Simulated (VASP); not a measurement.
Output of a VASP run:

File OSZICAR:
```
...
DAV:  13    -0.133954840372E+02   -0.14490E-06   -0.11510E-06  5424   0.792E-03    0.470E-04
DAV:  14    -0.133954839859E+02    0.51248E-07   -0.49535E-08  3903   0.171E-03    0.153E-04
DAV:  15    -0.133954839787E+02    0.72596E-08   -0.42872E-09  2488   0.463E-04
   1 F= -.13395484E+02 E0= -.13395307E+02  d E =-.133955E+02
       N       E                     dE             d eps       ncg     rms          rms(c)
DAV:   1    -0.133955101358E+02   -0.26150E-04   -0.93156E-03  4080   0.599E-01    0.367E-03
DAV:   2    -0.133955287670E+02   -0.18631E-04   -0.18835E-04  5805   0.119E-01    0.302E-03
DAV:   3    -0.133955288240E+02   -0.56940E-07   -0.19611E-06  4692   0.105E-02    0.207E-03
DAV:   4    -0.133955287062E+02    0.11777E-06   -0.18273E-07  6028   0.508E-03    0.185E-04
DAV:   5    -0.133955287095E+02   -0.32924E-08   -0.48465E-08  4214   0.220E-03
   2 F= -.13395529E+02 E0= -.13395354E+02  d E =-.447308E-04
       N       E                     dE             d eps       ncg     rms          rms(c)
DAV:   1    -0.133955364844E+02   -0.77782E-05   -0.24267E-02  4052   0.965E-01    0.527E-03
DAV:   2    -0.133955843805E+02   -0.47896E-04   -0.48221E-04  5826   0.189E-01    0.436E-03
DAV:   3    -0.133955846408E+02   -0.26030E-06   -0.49131E-06  4632   0.164E-02    0.327E-03
DAV:   4    -0.133955843653E+02    0.27548E-06   -0.43901E-07  6781   0.762E-03    0.354E-04
DAV:   5    -0.133955843743E+02   -0.90131E-08   -0.93739E-08  4318   0.267E-03
   3 F= -.13395584E+02 E0= -.13395414E+02  d E =-.556649E-04
       N       E                     dE             d eps       ncg     rms          rms(c)
DAV:   1    -0.133955594470E+02    0.24918E-04   -0.36971E-02  4045   0.119E+00    0.605E-03
DAV:   2    -0.133956329891E+02   -0.73542E-04   -0.73902E-04  5896   0.233E-01    0.486E-03
DAV:   3    -0.133956334673E+02   -0.47816E-06   -0.74326E-06  4546   0.202E-02    0.372E-03
DAV:   4    -0.133956331219E+02    0.34538E-06   -0.58694E-07  6639   0.824E-03    0.447E-04
DAV:   5    -0.133956331348E+02   -0.12878E-07   -0.11231E-07  4241   0.282E-03    0.230E-04
DAV:   6    -0.133956331330E+02    0.17299E-08   -0.70029E-09  2523   0.909E-04
   4 F= -.13395633E+02 E0= -.13395467E+02  d E =-.487587E-04
       N       E                     dE             d eps       ncg     rms          rms(c)
DAV:   1    -0.133954765213E+02    0.15661E-03   -0.93171E-02  4066   0.189E+00    0.951E-03
DAV:   2    -0.133956645031E+02   -0.18798E-03   -0.18885E-03  5889   0.371E-01    0.749E-03
DAV:   3    -0.133956657583E+02   -0.12552E-05   -0.18821E-05  4573   0.322E-02    0.574E-03
DAV:   4    -0.133956649382E+02    0.82011E-06   -0.14211E-06  6622   0.125E-02    0.705E-04
DAV:   5    -0.133956649710E+02   -0.32796E-07   -0.25787E-07  4235   0.421E-03    0.368E-04
DAV:   6    -0.133956649645E+02    0.64974E-08   -0.17827E-08  2804   0.139E-03
   5 F= -.13395665E+02 E0= -.13395506E+02  d E =-.318314E-04
       N       E                     dE             d eps       ncg     rms          rms(c)
DAV:   1    -0.133956633997E+02    0.15713E-05   -0.85718E-04  4129   0.181E-01    0.833E-04
DAV:   2    -0.133956651109E+02   -0.17112E-05   -0.17141E-05  5896   0.352E-02    0.654E-04
DAV:   3    -0.133956651247E+02   -0.13808E-07   -0.17115E-07  4648   0.306E-03    0.510E-04
DAV:   4    -0.133956651201E+02    0.45729E-08   -0.79046E-09  2734   0.105E-03
   6 F= -.13395665E+02 E0= -.13395506E+02  d E =-.155665E-06
```

OUTCAR:
```
------------------------ aborting loop because EDIFF is reached ----------------------------------------
  FORCE on cell =-STRESS in cart. coord.  units (eV):
  Direction    XX          YY          ZZ          XY          YZ          ZX
  --------------------------------------------------------------------------------------
  Total        0.0153124     -0.0485017      0.0169833      0.0000000      0.0000000      0.0000000
  in kB        0.3246616     -1.0283591      0.3600889      0.0000000      0.0000000      0.0000000
  external PRESSURE =      -0.1145362 kB  Pullay stress =       0.0000000 kB
  volume of cell :       75.57
      direct lattice vectors                 reciprocal lattice vectors
     2.201430079 -3.793076307  0.000000000     0.227125088 -0.131819125  0.000000000
     2.201430079  3.793076307  0.000000000     0.227125088  0.131819125  0.000000000
     0.000000000  0.000000000  4.524771931     0.000000000  0.000000000  0.221005614
 POSITION                                       TOTAL-FORCE (eV/Angst)
 -----------------------------------------------------------------------------------
      2.20143      2.61338      4.14583         0.000000      0.000296      0.000228
      2.20143      1.17970      1.88344         0.000000     -0.000296      0.000228
      2.20143     -1.17970      2.64133         0.000000      0.000296     -0.000228
      2.20143     -2.61338      0.37895         0.000000     -0.000296     -0.000228
 -----------------------------------------------------------------------------------
    total drift:                                0.000000      0.000000      0.000000
  FREE ENERGIE OF THE ION-ELECTRON SYSTEM (eV)
  ---------------------------------------------------
  free  energy   TOTEN  =       -13.3956651201 eV

  energy  without entropy=      -13.3951888848  energy(sigma->0) =      -13.39550638

 reached required accuracy - stopping structural energy minimisation
```
(Selected blocks of OUTCAR.)

**POSCAR**
```
Ga
1
    2.2014300792    -3.7930763073     0.0000000000
    2.2014300792     3.7930763073     0.0000000000
    0.0000000000    -0.0000000000     4.5247719308
Ga
4
Direct
  0.1555209158   0.8444790842   0.9176342126
  0.3444790842   0.6555209158   0.4176342126
  0.6555209158   0.3444790842   0.5823657874
  0.8444790842   0.1555209158   0.0823657874
```

### Question
Write an INCAR and KPOINTS that could have produced this output.

### Answer
Several could match; the one computed here: the input of the run itself, PBEsol GGA, plane waves, VASP's PBE PAW potentials (set 64).

File KPOINTS:
```
Regular mesh
0
gamma
  7 7 6
```

### INCAR
```
SYSTEM = Ga
PREC = Accurate
ENCUT = 400
EDIFF = 1E-8
NELM = 100
ALGO = Normal
LREAL = .FALSE.
LASPH = .TRUE.
ISMEAR = 1
SIGMA = 0.1
GGA = PS
LMAXMIX = 4
LWAVE = .FALSE.
LCHARG = .FALSE.
IBRION = 1
ISIF = 2
NSW = 30
EDIFFG = -0.001
```

POTCAR, in this order: Ga_d (PBE.64 set). Program: vasp_std.

The compound is Ga in the alpha structure. This run relaxes the ions in a fixed cell. Symmetry was kept, so distortions that lower it aren't found. The start is the result of an earlier pass.
